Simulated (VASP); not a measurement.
# Mg2CdO3 (P1) in VASP: relaxation of cell and atoms with PBE

Aim: the relaxation of cell and atoms of Mg2CdO3 with PBE.

Program: VASP 6.6.1. These are calculated values, not measurements. Logs are shortened: lines on timing, memory, paths and dates and some standing lists are left out, and cuts for length are marked.

**1. Starting point**

The typed cell holds 12 atoms: a = 5.331 Å, b = 5.375 Å, c = 5.498 Å, α = 99.06°, β = 98.39°, γ = 119.09°.

The cell was built by a generator and needn't be a form met in nature.

**2. Relaxation of cell and atoms, PBE**

INCAR reads:

```
SYSTEM = Mg2CdO3
  PREC = Normal
  ENCUT = 520
  EDIFF = 1E-5
  ISMEAR = 0
  SIGMA = 0.05
  LREAL = Auto
  LASPH = .TRUE.
  NELM = 80
  ALGO = Fast
  ISIF = 3
  LWAVE = .FALSE.
  LCHARG = .FALSE.
  GGA = PE
  IBRION = 2
  NSW = 110
  EDIFFG = -0.03
  ISYM = 0
  KPAR = 2
```

KPOINTS reads:

```
Automatic mesh
0
G
  4 4 4
  0 0 0
```

POSCAR reads:

```
Mg2CdO3
1.0
    2.6909851900     -4.6015905700      0.0559084000
    2.7347253400      4.6269018300      0.0342472800
   -1.7317509100     -0.0203114000      5.2183605900
Mg Cd O
4 2 6
Direct
    0.9590567800      0.9808837900      0.4756319800
    0.3234321400      0.6643921600      0.5095422800
    0.6711857500      0.3736280200      0.5305015500
    0.5350381700      0.4982714700      0.9858130400
    0.7783359400      0.1245941800      0.0030764300
    0.2169340100      0.8476538600      0.0039922500
    0.4097085600      0.1040095700      0.7094666100
    0.9058327200      0.6100926500      0.2619605700
    0.1198348500      0.3829725300      0.7167006800
    0.6124048600      0.9307549000      0.2835812400
    0.7079167000      0.6794653400      0.7231391400
    0.2868644000      0.2968218300      0.2654136500
```

Potentials or basis: VASP PAW PBE potentials, release 64 (Mg, Cd, O).

Command:

```sh
$ cat potpaw_PBE.64/Mg/POTCAR potpaw_PBE.64/Cd/POTCAR potpaw_PBE.64/O/POTCAR > POTCAR
$ mpirun -np 2 vasp_std > vasp.out
```

OUTCAR:

```text
SYSTEM = Mg2CdO3
   PREC = Normal
   ENCUT = 520
   EDIFF = 1E-5
   ISMEAR = 0
   LREAL = Auto
   LASPH = .TRUE.
   NELM = 80
   ISIF = 3
   GGA = PE
   IBRION = 2
   NSW = 110
   EDIFFG = -0.03
   ISYM = 0

 ion  position               nearest neighbor table
   1  0.959  0.981  0.476-  10 1.86   8 2.01   9 2.03   7 2.27  11 2.32  12 2.37   3 2.95   5 2.98
                             2 3.01   4 3.07   2 3.15   3 3.16   2 3.17   6 3.25   3 3.26   5 3.28
   2  0.323  0.664  0.510-   9 2.02  12 2.11  11 2.17  10 2.22   7 2.23   8 2.29   3 2.95   6 2.97
                             1 3.01   3 3.07   5 3.08   4 3.13   1 3.15   6 3.16   1 3.17   3 3.30
   3  0.671  0.374  0.531-  11 1.71   7 1.97  12 2.15   8 2.22  10 2.40   9 2.43   4 2.78   1 2.95
                             2 2.95   2 3.07   1 3.16   6 3.20   5 3.21   4 3.23   5 3.25   1 3.26
   4  0.535  0.498  0.986-  11 1.96   8 2.06   7 2.14   9 2.21  12 2.24  10 2.43   3 2.78   5 2.88
                             5 2.94   1 3.07   6 3.08   6 3.08   2 3.13   6 3.15   3 3.23   2 3.39
   5  0.778  0.125  0.003-  10 2.06   7 2.30  11 2.46   8 2.47  12 2.51   9 2.61   6 2.62   4 2.88
                             4 2.94   1 2.98   2 3.08   3 3.21   3 3.25   1 3.28   6 3.33   2 3.39
   6  0.217  0.848  0.004-  10 2.22   7 2.32   8 2.36  12 2.43   9 2.50  11 2.55   5 2.62   2 2.97
                             4 3.08   4 3.08   4 3.15   2 3.16   3 3.20   1 3.25   3 3.31   5 3.33
   7  0.410  0.104  0.709-   3 1.97   4 2.14   2 2.23   1 2.27   5 2.30   6 2.32
   8  0.906  0.610  0.262-   1 2.01   4 2.06   3 2.22   2 2.29   6 2.36   5 2.47
   9  0.120  0.383  0.717-   2 2.02   1 2.03   4 2.21   3 2.43   6 2.50   5 2.61
  10  0.612  0.931  0.284-   1 1.86   5 2.06   6 2.22   2 2.22   3 2.40   4 2.43
  11  0.708  0.679  0.723-   3 1.71   4 1.96   2 2.17   1 2.32   5 2.46   6 2.55
  12  0.287  0.297  0.265-   2 2.11   3 2.15   4 2.24   1 2.37   6 2.43   5 2.51

IMPORTANT INFORMATION: All symmetrisations will be switched off!
NOSYMM: (Re-)initialisation of all symmetry stuff for point group C_1.

----------------------------------------------------------------------------------------

                                     Primitive cell

  volume of cell :     131.3614

  direct lattice vectors                    reciprocal lattice vectors
     2.690985190 -4.601590570  0.055908400     0.183810043 -0.109089083  0.060574092
     2.734725340  4.626901830  0.034247280     0.182790607  0.107637057  0.061079347
    -1.731750910 -0.020311400  5.218360590    -0.003168928  0.000462352  0.190581233

  length of vectors
     5.330962654  5.374766609  5.498241629     0.222161609  0.220746073  0.190608138

  position of ions in fractional coordinates (direct lattice)
     0.959056780  0.980883790  0.475631980
     0.323432140  0.664392160  0.509542280
     0.671185750  0.373628020  0.530501550
     0.535038170  0.498271470  0.985813040
     0.778335940  0.124594180  0.003076430
     0.216934010  0.847653860  0.003992250
     0.409708560  0.104009570  0.709466610
     0.905832720  0.610092650  0.261960570
     0.119834850  0.382972530  0.716700680
     0.612404860  0.930754900  0.283581240
     0.707916700  0.679465340  0.723139140
     0.286864400  0.296821830  0.265413650

  ion indices of the primitive-cell ions
   primitive index   ion index
                 1           1
                 2           2
                 3           3
                 4           4
                 5           5
                 6           6
                 7           7
                 8           8
                 9           9
                10          10
                11          11
                12          12

----------------------------------------------------------------------------------------

 KPOINTS: Automatic mesh

Automatic generation of k-mesh.
 Grid dimensions read from file:
 generate k-points for:    4    4    4

 Generating k-lattice:

  Cartesian coordinates                     Fractional coordinates (reciprocal lattice)
     0.045952511 -0.027272271  0.015143523     0.250000000  0.000000000  0.000000000
     0.045697652  0.026909264  0.015269837     0.000000000  0.250000000  0.000000000
    -0.000792232  0.000115588  0.047645308     0.000000000  0.000000000  0.250000000

  Length of vectors
     0.055540402  0.055186518  0.047652035

  Shift w.r.t. Gamma in fractional coordinates (k-lattice)
     0.000000000  0.000000000  0.000000000

 Subroutine IBZKPT returns following result:
 ===========================================

 Found     36 irreducible k-points:

 Following reciprocal coordinates:
            Coordinates               Weight
  0.000000  0.000000  0.000000      1.000000
  0.250000  0.000000  0.000000      2.000000
  0.500000  0.000000  0.000000      1.000000
  0.000000  0.250000  0.000000      2.000000
  0.250000  0.250000  0.000000      2.000000
  0.500000  0.250000  0.000000      2.000000
[... 16 lines left out ...]
 -0.000000 -0.250000  0.250000      2.000000
  0.250000 -0.250000  0.250000      2.000000
 [... further k-points ...]
   k-points           NKPTS =     36   k-points in BZ     NKDIM =     36   number of bands    NBANDS=     41
   number of dos      NEDOS =    301   number of ions     NIONS =     12
   total plane-waves  NPLWV =  28800
   dimension x,y,z NGX =    30 NGY =   30 NGZ =   32
   dimension x,y,z NGXF=    60 NGYF=   60 NGZF=   64
   ions per type =               4   2   6
   NGX,Y,Z   is equivalent  to a cutoff of   9.36,  9.28,  9.68 a.u.
   NGXF,Y,Z  is equivalent  to a cutoff of  18.71, 18.56, 19.35 a.u.
 SYSTEM =  Mg2CdO3
   PREC   = normal    normal or accurate (medium, high low for compatibility)
   ISTART =      0    job   : 0-new  1-cont  2-samecut
   ICHARG =      2    charge: 1-file 2-atom 10-const
   ISPIN  =      1    spin polarized calculation?
   LNONCOLLINEAR =      F non collinear calculations
   LSORBIT =      F    spin-orbit coupling
   LASPH  =      T    aspherical Exc in radial PAW
   ENCUT  =  520.0 eV  38.22 Ry    6.18 a.u.   9.91  9.99 10.22*2*pi/ulx,y,z
   NELM   =     80;   NELMIN=  2; NELMDL= -5     # of ELM steps
   EDIFF  = 0.1E-04   stopping-criterion for ELM
   LREAL  =      T    real-space projection
   EDIFFG = -.3E-01   stopping-criterion for IOM
   NSW    =    110    number of steps for IOM
   IBRION =      2    ionic relax: 0-MD 1-quasi-New 2-CG
   NFREE  =      1    steps in history (QN), initial steepest desc. (CG)
   ISIF   =      3    stress and relaxation
   ISYM   =      0    0-nonsym 1-usesym 2-fastsym
   POTIM  = 0.5000    time-step for ionic-motion
   TEBEG  =    0.0;   TEEND  =   0.0 temperature during run
   PSTRESS=    0.0 pullay stress
   NELECT =      68.0000    total number of electrons
   NUPDOWN=      -1.0000    fix difference up-down
   EMIN   =  10.00;   EMAX   =-10.00  energy-range for DOS
   EFERMI =   0.00;   METHOD = LEGACY
   ISMEAR =     0;   SIGMA  =   0.05  broadening in eV -4-tet -1-fermi 0-gaus
   EFERMI_NEDOS =   21; number of points for ismear=-14 and -15
   IALGO  =     68    algorithm
   IMIX   =      4    mixing-type and parameters
     AMIX     =   0.40;   BMIX     =  1.00
     AMIX_MAG =   1.60;   BMIX_MAG =  1.00
  volume/ion in A,a.u.               =      10.95        73.87
  Fermi-wavevector in a.u.,A,eV,Ry     =   1.314484  2.484014 23.509068  1.727868
  Thomas-Fermi vector in A             =   2.444733
   LORBIT       =      0    0 simple, 1 ext, 2 COOP (PROOUT), +10 PAW based schemes
   GGA     = PE    functional components
   LHFCALC =     F    Hartree Fock is set to
   AEXX    =    0.0000 exact exchange contribution
   IVDW    =     0    specifies the selected vdW correction
   LEPSILON=     F    determine dielectric tensor
   LRPA    =     F    only Hartree local field effects (RPA)
 conjugate gradient relaxation of ions
 non-spin polarized calculation
 RMM-DIIS sequential band-by-band and
 Gauss-broadening in eV      SIGMA  =   0.05
  energy-cutoff  :      520.00
  volume of cell :      131.36
 maximum number of plane-waves:      3554
   NGX = 19   NGY = 19   NGZ = 21

--------------------------------------- Ionic step        1  -------------------------------------------

 number of electron      67.9999992 magnetization

 Free energy of the ion-electron system (eV)
  ---------------------------------------------------
  ext. energy  EPLUGINS =         0.00000000
  ---------------------------------------------------
  free energy    TOTEN  =       -59.64078642 eV

  energy without entropy =      -59.64078642  energy(sigma->0) =      -59.64078642

------------------------ aborting loop because EDIFF is reached ----------------------------------------

  FORCE on cell =-STRESS in cart. coord.  units (eV):
  Direction    XX          YY          ZZ          XY          YZ          ZX
  --------------------------------------------------------------------------------------
  -------------------------------------------------------------------------------------
  Total        6.7067580     10.1973453      4.1509394     -0.4261036      1.9981438     -1.7949648
  in kB       81.8004272    124.3741316     50.6278318     -5.1970648     24.3707936    -21.8926769
  external PRESSURE =      85.6007969 kB  Pullay stress =       0.0000000 kB
[... 33 lines left out ...]
--------------------------------------- Ionic step        2  -------------------------------------------

 number of electron      68.0000009 magnetization

 E-fermi :   2.2361     XC(G=0): -10.7373

 val. band max:        1.9706164224   @ k =   0.5000   0.5000   0.0000
 cond. band min:       3.3978471513   @ k =   0.0000   0.0000   0.0000
 fundamental gap:      1.4272307289
 Fermi energy:         2.2360617865

 k-point     1 :       0.0000    0.0000    0.0000
  band No.  band energies     occupation
      1     -14.8236      2.00000
      2     -14.0567      2.00000
      3     -14.0115      2.00000
      4     -13.8660      2.00000
      5     -13.7100      2.00000
      6     -13.5775      2.00000
[... 1132 lines left out ...]
  FREE ENERGIE OF THE ION-ELECTRON SYSTEM (eV)
  ---------------------------------------------------
  free  energy   TOTEN  =       -61.6758904566 eV

  energy  without entropy=      -61.6758904565  energy(sigma->0) =      -61.67589046

[... ionic steps 4 to 13 ...]

--------------------------------------- Ionic step       14  -------------------------------------------

 number of electron      68.0000098 magnetization

------------------------ aborting loop because EDIFF is reached ----------------------------------------
[... 87 lines left out ...]
--------------------------------------- Ionic step       16  -------------------------------------------

 number of electron      68.0000094 magnetization

 Free energy of the ion-electron system (eV)
  ---------------------------------------------------
  ext. energy  EPLUGINS =         0.00000000
  ---------------------------------------------------
  free energy    TOTEN  =       -62.28768000 eV

  energy without entropy =      -62.28768000  energy(sigma->0) =      -62.28768000

 E-fermi :   2.8040     XC(G=0): -11.1164

 val. band max:        2.5806344138   @ k =   0.5000   0.5000   0.0000
 cond. band min:       4.4349140603   @ k =   0.0000   0.0000   0.0000
 fundamental gap:      1.8542796465
 Fermi energy:         2.8039603193

 k-point     1 :       0.0000    0.0000    0.0000
  band No.  band energies     occupation
      1     -14.6191      2.00000
      2     -13.6109      2.00000
      3     -13.5439      2.00000
      4     -13.5110      2.00000
      5     -13.4630      2.00000
      6     -13.4380      2.00000
[... 1086 lines left out ...]
  FREE ENERGIE OF THE ION-ELECTRON SYSTEM (eV)
  ---------------------------------------------------
  free  energy   TOTEN  =       -62.2876800049 eV

  energy  without entropy=      -62.2876800049  energy(sigma->0) =      -62.28768000

 reached required accuracy - stopping structural energy minimisation
```

Wall time 8.3 min (2 MPI ranks of Intel Xeon Platinum 8259CL at 2.50GHz (Skylake/Cascade Lake), shared host); peak memory 0.25 GiB.

Results:

- Free energy: -62.2877 eV
- Relaxed volume: 11.02 Å³/atom
- Relaxed cell: a = 5.444 Å, b = 5.443 Å, c = 5.462 Å, α = 99.64°, β = 99.64°, γ = 119.90°
- Space group after relaxing (to 0.05 Å): C2/m (No. 12)
- Energy gained by relaxing: 220.6 meV/atom
- Ionic steps: 16
- Pressure after relaxing: 0.0 GPa
- Largest force after relaxing: 0.014 eV/Å
- Band gap on the k mesh: 1.85 eV, indirect (least direct gap 2.27 eV)

Forces on the atoms (eV/Å):
```
Mg  -0.001  0.002 -0.014
Mg   0.003  0.006 -0.012
Mg  -0.001  0.003  0.005
Mg   0.008 -0.007  0.008
Cd   0.007 -0.004  0.000
Cd  -0.003 -0.005  0.008
O    0.002  0.006 -0.002
O    0.008 -0.003  0.002
O   -0.004 -0.001  0.000
O   -0.001 -0.004 -0.003
O   -0.010  0.003  0.008
O   -0.008  0.004  0.001
```

The path:
```
step  energy change (eV)  largest force (eV/Å)  pressure (GPa)  volume (Å³)
   1              0.0000                5.5176            8.56       131.36
   2             -2.0204                0.9526           -8.43       142.76
   3             -2.0351                1.1983           -7.10       140.97
   4             -2.4927                0.7287            0.80       132.14
   5             -2.5003                0.7705            2.13       130.91
   6             -2.5938                0.3057            0.59       132.02
   7             -2.6070                0.3201           -0.15       132.63
   8             -2.6247                0.2358           -0.14       132.54
   9             -2.6323                0.2121           -0.10       132.43
  10             -2.6397                0.1428            0.13       132.22
  11             -2.6426                0.0872            0.34       132.02
  12             -2.6453                0.0481           -0.46       132.65
  13             -2.6453                0.0475           -0.32       132.58
  14             -2.6466                0.0384            0.11       132.18
  15             -2.6466                0.0372            0.06       132.20
  16             -2.6469                0.0143            0.02       132.24
```

Final structure:
```cif
data_structure
_symmetry_space_group_name_H-M 'P 1'
_symmetry_Int_Tables_number 1
_cell_length_a 5.4442
_cell_length_b 5.4427
_cell_length_c 5.4620
_cell_angle_alpha 99.635
_cell_angle_beta 99.637
_cell_angle_gamma 119.897
_cell_volume 132.24
loop_
_atom_site_label
_atom_site_type_symbol
_atom_site_fract_x
_atom_site_fract_y
_atom_site_fract_z
_atom_site_occupancy
Mg1 Mg 0.00212 0.99924 0.49797 1
Mg2 Mg 0.33723 0.66491 0.49772 1
Mg3 Mg 0.66748 0.33399 0.49704 1
Mg4 Mg 0.50170 0.49922 0.99707 1
Cd1 Cd 0.83441 0.16683 0.99769 1
Cd2 Cd 0.16943 0.83177 0.99762 1
O1 O 0.41022 0.09184 0.72120 1
O2 O 0.90903 0.59145 0.27318 1
O3 O 0.09554 0.40761 0.72170 1
O4 O 0.59432 0.90711 0.27349 1
O5 O 0.72562 0.72272 0.73503 1
O6 O 0.27946 0.27686 0.25911 1
```
